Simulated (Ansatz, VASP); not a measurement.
# BiAs in two plane-wave programs, part 2 of 2

One calculation is typed for both programs; each brings its own data sets. How far apart do they land? The cell is generated by rule, not measured, and may not be a known phase. The cell is taken from a series of runs on this material, whose earlier steps may have relaxed, scaled, displaced or heated it; both programs get it as it stands. Other levels of theory on this material are compared in a session of their own.

VASP 6.6.1 and Ansatz 0.2.0.

So far: The starting structure; VASP: zone-centre phonons, PBEsol.

The structure was built from a prototype and need not be the compound's stable phase.

### Step 3. Ansatz: zone-centre phonons, PBEsol

Level of this step: Ansatz beside VASP: Kohn-Sham DFT, plane waves, PBEsol (Ansatz).

Ansatz runs on its default PAW (the set named soft_2) files.

The same cell, functional, mesh and smearing now go to Ansatz, which takes its cutoff from its data sets.

File input.yaml:

```yaml
crystal:
  lattice:
    - [0.0, 3.2992007818, 3.2992007818]
    - [3.2992007818, 0.0, 3.2992007818]
    - [3.2992007818, 3.2992007818, 0.0]
  atoms:
    - { symbol: Bi, position: [0.0, 0.0, 0.0] }
    - { symbol: As, position: [0.25, 0.25, 0.25] }
kpoints:
  mp_grid: { grid: [12, 12, 12] }
hamiltonian:
  xc: pbesol
scf:
  occupations: { method: methfessel_paxton, width: 0.15 }
output:
  eigenvalues: true
phonons:
  method: dfpt
```

Command:

```console
$ ansatz run input.yaml --threads 4 --pin off --max-ram 7168MiB --backend cpu --events-out ev --progress --plain --runs-dir out
```

Numbers of over 12 decimals in the logs are rounded to 6 here.

Log:

```text
zone centre: on kpoints.mp_grid the ground state, and the responses unless they are solved on pairs of k-points, stand on 163 of the mesh's 1728 k-points, reduced under 8 symmetry operations, with k and −k counted as one. Each operation leaves every solved displacement unchanged or reverses it
Engine: ansatz 0.2.0, aarch64-unknown-linux-gnu
Pseudopotentials: kind: paw
Pseudopotential: Bi, paw, valence charge 15, recommended cutoff 420 eV (normal), Bi.paw.azcp
Pseudopotential: As, paw, valence charge 15, recommended cutoff 420 eV (normal), As.paw.azcp
Functional definition: PBEsol
  exchange = pbesol_x
  correlation = pbesol_c
Crystal: 2 atoms, lattice volume = 71.822 Å³
Basis set: ecut = 420 eV, 1411 PW (Γ), exchange–correlation on 64×64×64 points (8 copies of the dense FFT grid, shifted against one another)
Bands: 19, of which v1, the nominal top of the filled ones, is band 15 counted from 1 (14 counted from 0)
Symmetry: 24 space group operations
k-points: 163 of 1728 (irreducible under 8 space group operations, time reversal used)
Non-local potential: Bi, projectors of the file, l = 0: 2, l = 1: 2, l = 2: 2, l = 3: 2
Non-local potential: As, projectors of the file, l = 0: 2, l = 1: 2, l = 2: 3, l = 3: 1
PAW form: soft (Blöchl's): semilocal exchange-correlation on the pseudo side does not see the compensation charge
PAW frozen core: Bi, regenerated for the run's functional, and the local potential with it (the file was generated under x = pbe(κ = 0.804, μ = 0.219515), c = pbe(β = 0.066725))
PAW frozen core: As, regenerated for the run's functional, and the local potential with it (the file was generated under x = pbe(κ = 0.804, μ = 0.219515), c = pbe(β = 0.066725))
PAW one-centre angular grid: Bi, 590 points (default); XC on 64 Gauss nodes
PAW one-centre angular grid: As, 590 points (default); XC on 64 Gauss nodes
Initial density: superposition of atomic densities (neutral atoms: chi_scale 0, normalization atom), corrected by the library's trained network
Initial wavefunctions: pseudopotential atomic-orbital guess
Functional: x = pbesol(κ = 0.804, μ = 0.123457), c = pbesol(β = 0.046)
SCF iter   1: F=—  HF=-17054.447192 eV  |F-HF|=—  |Δ(HF+E_count)|=         —  Δρ=1.46e-3  dr2=2.08e-3  ethr=1.77e-3  ⟨swp⟩=5.7  Hψ=15041  notcnv=0
preconditioner: auto → Kerker (q_TF=auto, 2.359 Å⁻¹)  [metal: Δε(μ)=0.039 eV  Ē_g=8.919 eV  σ=0.150 eV  W_gap=0.21  n_scr=14 (ndim 8)  ℏωp=13.9 eV  f_vac=0.122  D(μ)=0.75/eV (n_scr^D=0)]
SCF iter   2: F=—  HF=-17054.445767 eV  |F-HF|=—  |Δ(HF+E_count)|=   1.42e-3  S|Δr|=    0.00e0  Δρ=8.73e-4  dr2=4.86e-4  ethr=6.94e-6  ⟨swp⟩=2.2  Hψ=6815  notcnv=0
SCF iter   3: F=—  HF=-17054.445827 eV  |F-HF|=—  |Δ(HF+E_count)|=   6.02e-5  S|Δr|=    0.00e0  Δρ=2.40e-4  dr2=5.36e-5  ethr=1.62e-6  ⟨swp⟩=2.0  Hψ=4670  notcnv=0
SCF iter   4: F=—  HF=-17054.445854 eV  |F-HF|=—  |Δ(HF+E_count)|=   2.62e-5  S|Δr|=    0.00e0  Δρ=1.08e-4  dr2=1.15e-5  ethr=1.79e-7  ⟨swp⟩=1.9  Hψ=3493  notcnv=0
SCF iter   5: F=—  HF=-17054.445860 eV  |F-HF|=—  |Δ(HF+E_count)|=   6.60e-6  S|Δr|=    0.00e0  Δρ=3.29e-5  dr2=1.85e-6  ethr=3.84e-8  ⟨swp⟩=2.0  Hψ=3592  notcnv=0
SCF iter   6: F=—  HF=-17054.445857 eV  |F-HF|=—  |Δ(HF+E_count)|=   3.58e-6  S|Δr|=    0.00e0  Δρ=1.63e-5  dr2=2.98e-7  ethr=6.17e-9  ⟨swp⟩=2.0  Hψ=5545  notcnv=0
SCF iter   7: F=—  HF=-17054.445857 eV  |F-HF|=—  |Δ(HF+E_count)|=   1.74e-7  S|Δr|=    0.00e0  Δρ=5.56e-6  dr2=2.24e-8  ethr=9.93e-10  ⟨swp⟩=2.0  Hψ=5558  notcnv=0
SCF iter   8: F=—  HF=-17054.445857 eV  |F-HF|=—  |Δ(HF+E_count)|=   3.04e-8  S|Δr|=    0.00e0  Δρ=1.21e-6  dr2=1.13e-9  ethr=7.46e-11  ⟨swp⟩=2.0  Hψ=5567  notcnv=0
SCF iter   9: F=—  HF=-17054.445857 eV  |F-HF|=—  |Δ(HF+E_count)|=   3.79e-9  S|Δr|=    0.00e0  Δρ=2.87e-7  dr2=1.41e-10  ethr=3.76e-12  ⟨swp⟩=2.0  Hψ=5564  notcnv=0
SCF iter  10: F=—  HF=-17054.445857 eV  |F-HF|=—  |Δ(HF+E_count)|=  2.18e-10  S|Δr|=    0.00e0  Δρ=1.22e-7  dr2=2.81e-11  ethr=1.00e-12  ⟨swp⟩=2.0  Hψ=3556  notcnv=0
SCF iter  11: F=-17054.445857 eV  HF=-17054.445857 eV  |F-HF|=3.64e-12  |Δ(HF+E_count)|=  1.82e-11  S|Δr|=    0.00e0  Δρ=3.06e-8  dr2=7.85e-13  ethr=1.00e-12  ⟨swp⟩=6.0  Hψ=12955  notcnv=0
SCF 1 converged in 11 iterations: F = -17054.445857 eV  dr2 = 7.85e-13
  greatest PAW one-centre occupation: 0.999 electrons in one spin orbital (limit 2), on the As atom at site 1 (counted from 0), in its partial waves of l = 2
DFPT response loops at Γ: preconditioner auto → Kerker (q_TF=auto, 2.359 Å⁻¹) (partly filled bands, converged f_vac=0.127); β = 1.00, the filter's whole step (`scf.mixing.beta` (0.50) is not read by the response loops under this deck's `scf.mixing.preconditioner`; to damp them name `kerker` or `kerker_dos`, under which they read `scf.mixing.beta`, and type it under 1.00, their step now; both keys bind the ground state too); Broyden in place of MSR1
SCF converged after 11 iterations
Stability not checked: this state was not tested for a lower state beside it, because cold or Methfessel-Paxton smearing, or corrected tetrahedra, fill the levels in a way that the test cannot read (fill_not_monotonic; see scf.lower_state_search)
Free energy (F): -17054.445857 eV
Harris-Foulkes:  -17054.445857 eV  (|F-HF|=3.64e-12)
Internal energy: -17054.447383 eV  (E = F + TS)
E sigma→0 (E₀):  -17054.446238 eV
Entropy (-TS):   0.001526 eV (0.763 meV/atom)
Fermi energy:    6.855240 eV
--- Per-component energies (eV) ---
  E_band       = -432.782505
  E_kinetic    = 404.291583
  E_local      = -3903.350942  (includes V_loc(G=0)·N_el)
  E_nonlocal   = -106.741186
  E_hartree    = 1724.746635
  E_xc         = -228.350045
  E_vxc        = -222.391083  (∫ρ·V_xc dr)
  E_paw        = -12301.095544  (= ΣΔE_a)
  E_vpaw       = -54.083681  (= ΣTr[D̂ρ^β])
  E_aug_tail   = -0.000453  (compensation charges beyond the density's cutoff)
  E_ewald      = -2645.003612
  E_core_change = 1.056181  (= ΣΔE_core)
  E_smearing   = 0.001526  (= −TS)
  E_closure    = -0.000000  (closes the sum)
  Σ components = -17054.445857   (vs F -17054.445857, Δ=0.00e0)
--- Band table (eV; the first three rows and the last of 163) ---
  k-point 0: bands = [... 11 lower, 0.1391, 5.3027, 5.3027, 5.3027, 7.8575, 7.8575, 7.8575, 10.7680]
  k-point 1: bands = [... 11 lower, -0.0336, 5.2155, 5.2155, 5.2503, 7.9279, 7.9802, 7.9802, 11.1117]
  k-point 2: bands = [... 11 lower, -0.4897, 5.0104, 5.0104, 5.0678, 8.2721, 8.2721, 8.2732, 11.8864]
  k-point 162: bands = [... 11 lower, -3.5899, 3.0564, 3.1118, 7.4594, 8.1725, 9.5225, 10.4422, 13.1510]
--- Phonons (Γ-DFPT): 2 representative perturbations + reference, on 163 of 1728 k-points (Σ response iterations 6) ---
  k mesh reduced under 8 symmetry operations, with k and −k counted as one. Each operation leaves every solved displacement unchanged or reverses it
  ASR residual: 4.998e-5 → 0.000e0 eV/Å²; symmetrization residual: 2.433e-5 eV/Å²
  ASR residual per site (eV/Å²): 5.00e-5 1.88e-5
  Γ frequencies (cm⁻¹): 0.00 0.00 0.00 158.20 158.20 158.20
  non-analytic LO–TO correction: not included (Born effective charges unavailable; polar crystals: no LO–TO splitting at Γ)
```

### Step 4. Side by side

Known differences besides the potentials themselves: the data sets hold 30 valence electrons in Ansatz (on its default PAW (the set named soft_2) files) and 20 in VASP; the cutoff is 420 eV in Ansatz and 500 eV in VASP; Ansatz makes its cores anew for this functional, VASP keeps those of its PBE data sets. Total energies have different zeros and are not compared.

Both answers:

```
                  quantity  Ansatz   VASP  difference
optical mode 1 to 3 (cm⁻¹)   158.2  158.8     -0.39 %
```

Modes are paired by rising frequency, not by their patterns, so a pair may set unlike modes beside each other; they are those without the splitting of longitudinal modes.

### Step 5. Summary of results

| Quantity | Value |
| --- | --- |
| r.m.s. difference of the optical zone-centre modes, each program's sorted by frequency (zone-centre phonons, PBEsol) | 0.62 cm⁻¹ |

What this shows: The r.m.s. difference of the optical zone-centre modes, each program's sorted by frequency is 0.62 cm⁻¹ (zone-centre phonons, PBEsol). The data sets hold unlike numbers of valence electrons (30 in Ansatz and 20 in VASP), so part of the differences comes from the potentials. 4 further runs of this series are not shown here. How closely two codes agree says nothing of how well the functional describes the real material.

[Lines on the potential files, build, host, timing and source positions are cut from VASP's logs without a mark.]

[Logs are printed without paths, hosts, clocks, repeated set-up lines and the standing remarks that a program may print on its own settings, such as how far it seeks lower states.]

[Hosts, paths, dates, database ids (printed as entryN), source tags and the programs' standing remarks are cut or masked in the printed files.]
